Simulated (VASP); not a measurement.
A run of VASP 6.6.1:

File INCAR:

```
PREC     = Accurate       # precision mode
ENCUT    = 600            # plane-wave cutoff, eV
EDIFF    = 1E-7           # SCF threshold, eV
ISMEAR   = 1              # smearing method
SIGMA    = 0.1            # smearing width, eV
LREAL    = F              # projectors in reciprocal space
LASPH    = T              # aspherical terms in the spheres
NELM     = 80             # most SCF steps
ALGO     = Normal         # electronic algorithm
ISIF     = 3              # what is computed and relaxed
LWAVE    = F              # write WAVECAR
LCHARG   = F              # write CHGCAR
GGA      = PS             # functional
IBRION   = 2              # ionic algorithm
NSW      = 90             # ionic steps
EDIFFG   = -0.005         # ionic threshold
KPAR     = 4
```

File KPOINTS:

```
Automatic mesh
0
Gamma
  10 10 10
```

POSCAR

```
GaCuSe2                                 
1.0
   -2.7882980071      2.7882980071      5.5400700783
    2.7882980071     -2.7882980071      5.5400700783
    2.7882980071      2.7882980071     -5.5400700783
  Ga              Cu              Se            
     2     2     4
Direct
     0.5000000000000000    0.5000000000000000    0.0000000000000000
     0.2500000000000000    0.7500000000000000    0.5000000000000000
     1.0000000000000000    0.0000000000000000    0.0000000000000000
     0.7500000000000000    0.2500000000000000    0.5000000000000000
     0.3750000000000000    0.3672140960340519    0.4922140960340519
     0.6327859039659482    0.1250000000000000    0.0077859039659481
     0.8750000000000000    0.8827859039659482    0.5077859039659482
     0.1172140960340519    0.6250000000000000    0.9922140960340518
```

Potentials or basis: VASP PAW PBE potentials, release 64 (Ga_d, Cu, Se).

Command:

```bash
$ cat potpaw_PBE.64/Ga_d/POTCAR potpaw_PBE.64/Cu/POTCAR potpaw_PBE.64/Se/POTCAR > POTCAR
$ mpirun -np 4 vasp_std > vasp.out
```

Hardware: 4 MPI ranks on Intel(R) Xeon(R) Platinum 8259CL CPU @ 2.50GHz (Skylake/Cascade Lake), with other jobs on the host.

Q: How long does it take, and how much memory?

A: It took 11 min on 4 MPI ranks on Intel(R) Xeon(R) Platinum 8259CL CPU @ 2.50GHz (Skylake/Cascade Lake) (shared host), peak memory 1 GiB a rank. Counts: scf iterations 16, k points 102, ion steps 1.
